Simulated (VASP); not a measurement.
Be4Ag, 5 atoms in the cell. Symmetry: F-43m, No. 216, cubic system. Conventional cell: a = 6.088 Å, b = 6.088 Å, c = 6.088 Å, α = 90.00°, β = 90.00°, γ = 90.00°. Be (site symmetry 3m) has 3 Be at 1.94 Å as nearest neighbours. Ag (site symmetry -43m) is surrounded by 12 Be at 2.55 Å. The cell was built by a generator and needn't be a form met in nature. The cell isn't the ideal one: random cell by space group and Wyckoff sites (F-43m, No. 216).

| Quantity | Value |
| --- | --- |
| Program | VASP 6.6.1 |
| Task | single point |
| Functional | PBE |
| Potentials or basis | VASP PAW PBE potentials, release 64 (Be, Ag) |
| Cutoff | 520 eV |
| k mesh | 6 × 6 × 6 |
| Occupations | gaussian, width 0.1 eV |
| Spin | no spin polarisation |
| Dipole correction | no |
| Further INCAR settings | ALGO = Normal; EDIFF = 1e-06; NBANDS = 18 |

Potentials or basis: VASP PAW PBE potentials, release 64 (Be, Ag).

Command:

```bash
$ cat potpaw_PBE.64/Be/POTCAR potpaw_PBE.64/Ag/POTCAR > POTCAR
$ mpirun -np 1 vasp_std > vasp.out
```

Hardware: 1 thread of Intel(R) Xeon(R) Platinum 8488C (Sapphire Rapids), on a shared host.

How long does it take, and how much memory?

Wall time 14 s on 1 thread of Intel(R) Xeon(R) Platinum 8488C (Sapphire Rapids) (shared host), peak memory 0.17 GiB. Counts: scf iterations 13, k points 16.
